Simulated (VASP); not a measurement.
Given:

```
CELL_PARAMETERS angstrom
      0.00000     2.75807     2.75807
      2.75807     0.00000     2.75807
      2.75807     2.75807     0.00000
ATOMIC_POSITIONS crystal
  Ca 0.00000 0.00000 0.00000
  F  0.25000 0.25000 0.25000
  F  0.75000 0.75000 0.75000
```

These are modified Becke-Johnson potential (mBJ), VASP's PBE PAW potentials (set 64) (plane waves; VASP) values and carry that method's errors. Settings: 520 eV cut-off, 6×6×6 Γ-centred mesh, Gaussian smearing of 0.050 eV, potentials Ca_sv F.

mBJ is a potential without an energy functional, so only the levels count.

Question: What does the run give for the band gap (over mesh and band path) with the smallest direct gap where there is one?

Answer: 
| Item | Value |
|---|---|
| band gap (over mesh and band path) | 10.12 eV |
| smallest direct gap (over mesh and band path) | 10.12 eV |

The absolute energy has meaning only against runs of the same code, potentials and settings.

The compound is CaF2 in the fluorite structure. It was relaxed first. The cell's shape comes from a PBE relaxation.
